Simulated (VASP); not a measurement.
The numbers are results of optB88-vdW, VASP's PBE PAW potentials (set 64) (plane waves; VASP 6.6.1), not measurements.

VASP ran on this input.

File POSCAR:
```
Au
1
    0.0000000000     2.0797415631     2.0797415631
    2.0797415631     0.0000000000     2.0797415631
    2.0797415631     2.0797415631     0.0000000000
Au
1
Direct
  0.0000000000   0.0000000000   0.0000000000
```

**KPOINTS**
```
Automatic mesh
0
Gamma
15 15 15
```

### INCAR
```
# general
SYSTEM  =Au
PREC    =Accurate
ENCUT   =520
LREAL   =.FALSE.
LASPH   =.TRUE.

# electronic loop
EDIFF   =1E-7
NELM    =100
ALGO    =Normal
LMAXMIX =6

# smearing
ISMEAR  =1
SIGMA   =0.1

# functional
GGA     =BO
LUSE_VDW=.TRUE.
AGGAC   =0.0
PARAM1  =0.1833333333
PARAM2  =0.22

# ions
ISIF    =2

# output
LWAVE   =.FALSE.
LCHARG  =.FALSE.
```

POTCAR, in this order: Au (PBE.64 set). Program: vasp_std.

Question: What will the output report for the number of irreducible k-points (NKPTS), largest plane-wave count, number of space-group operations, FFT grid (NGX, NGY, NGZ)?

Answer: 
The number of irreducible k-points (NKPTS) is 120 and the largest plane-wave count is 531. The number of space-group operations is 48. The FFT grid (NGX, NGY, NGZ) comes out as 24 × 24 × 24.

The compound is Au in the fcc structure. It was relaxed first, which changed the volume by +6 %.
